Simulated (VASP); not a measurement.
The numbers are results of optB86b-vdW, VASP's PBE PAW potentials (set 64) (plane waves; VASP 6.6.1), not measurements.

VASP input:

POSCAR:
```
AlN
3.1037730
  0.0000000000   0.7071067035   0.7071067035
  0.7071067035   0.0000000000   0.7071067035
  0.7071067035   0.7071067035   0.0000000000
Al N
1 1
Cart
  0.0000000000   0.0000000000   0.0000000000
  0.3535533518   0.3535533518   0.3535533518
```

INCAR:
```
# general
SYSTEM   = AlN
PREC     = Accurate
ENCUT    = 520
LREAL    = .FALSE.
LASPH    = .TRUE.
ICHARG   = 11

# electronic loop
EDIFF    = 1E-7
NELM     = 100
ALGO     = Normal

# smearing
ISMEAR   = 0
SIGMA    = 0.05

# functional
GGA      = MK
LUSE_VDW = .TRUE.
AGGAC    = 0.0
PARAM1   = 0.1234
PARAM2   = 1.0

# output
LWAVE    = .FALSE.
LCHARG   = .FALSE.
LORBIT   = 11
```

KPOINTS:
```
k-points along high-symmetry lines
15
Line-mode
Reciprocal
  0.000000   0.000000   0.000000 ! GAMMA
 -0.500000  -0.500000   0.000000 ! X

 -0.500000  -0.500000   0.000000 ! X
 -0.375000  -0.375000   0.250000 ! U

 -0.375000  -0.000000   0.375000 ! K
  0.000000   0.000000   0.000000 ! GAMMA

  0.000000   0.000000   0.000000 ! GAMMA
 -0.000000  -0.000000   0.500000 ! L

 -0.000000  -0.000000   0.500000 ! L
 -0.500000  -0.250000   0.250000 ! W

 -0.500000  -0.250000   0.250000 ! W
 -0.500000  -0.500000   0.000000 ! X
```

POTCAR, in this order: Al N (PBE.64 set). Program: vasp_std. Read from the step before: CHGCAR.

The resulting files:

File OSZICAR:
```
       N       E                     dE             d eps       ncg     rms          rms(c)
DAV:   1     0.140729165416E+02    0.14073E+02   -0.39545E+03  1480   0.821E+02
DAV:   2    -0.110585514095E+02   -0.25131E+02   -0.24195E+02  2024   0.129E+02
DAV:   3    -0.115060765582E+02   -0.44753E+00   -0.44753E+00  1656   0.230E+01
DAV:   4    -0.115077843229E+02   -0.17078E-02   -0.17078E-02  2216   0.131E+00
DAV:   5    -0.115077868623E+02   -0.25394E-05   -0.25394E-05  1640   0.403E-02
DAV:   6    -0.115077868947E+02   -0.32409E-07   -0.32409E-07  2184   0.332E-03
   1 F= -.11507787E+02 E0= -.11507787E+02  d E =-.199586E-13
```

### OUTCAR
```
 val. band max:        5.7728813294   @ k =   0.0000   0.0000   0.0000

 cond. band min:       9.1159935085   @ k =  -0.5000  -0.5000   0.0000



 k-point     1 :       0.0000    0.0000    0.0000
  band No.  band energies     occupation
      1      -9.0727      2.00000
      2       5.7729      2.00000
      3       5.7729      2.00000
      4       5.7729      2.00000
      5       9.9156      0.00000
      6      18.2027      0.00000
      7      18.2027      0.00000
      8      18.2027      0.00000

 k-point     2 :      -0.0357   -0.0357    0.0000
  band No.  band energies     occupation
      1      -9.0480      2.00000
      2       5.6520      2.00000
      3       5.7455      2.00000
      4       5.7455      2.00000
      5      10.0482      0.00000
      6      18.1151      0.00000
      7      18.2392      0.00000
      8      18.2392      0.00000

 k-point     3 :      -0.0714   -0.0714    0.0000
  band No.  band energies     occupation
      1      -8.9742      2.00000
      2       5.3321      2.00000
      3       5.6660      2.00000
      4       5.6660      2.00000
      5      10.3975      0.00000
      6      17.8703      0.00000
      7      18.3464      0.00000
      8      18.3464      0.00000

 k-point     4 :      -0.1071   -0.1071    0.0000
  band No.  band energies     occupation
      1      -8.8530      2.00000
      2       4.8946      2.00000
      3       5.5412      2.00000
      4       5.5412      2.00000
      5      10.8623      0.00000
      6      17.5126      0.00000
      7      18.5176      0.00000
      8      18.5176      0.00000

 k-point     5 :      -0.1429   -0.1429    0.0000
  band No.  band energies     occupation
      1      -8.6866      2.00000
      2       4.4038      2.00000
      3       5.3811      2.00000
      4       5.3811      2.00000
      5      11.3376      0.00000
      6      17.0960      0.00000
      7      18.7434      0.00000
      8      18.7436      0.00000
...
```

The density is held fixed in this step, so its total energy and stress have no physical meaning.

The compound is AlN in the zinc blende structure, a metastable form; wurtzite is the usual one. It was relaxed first.
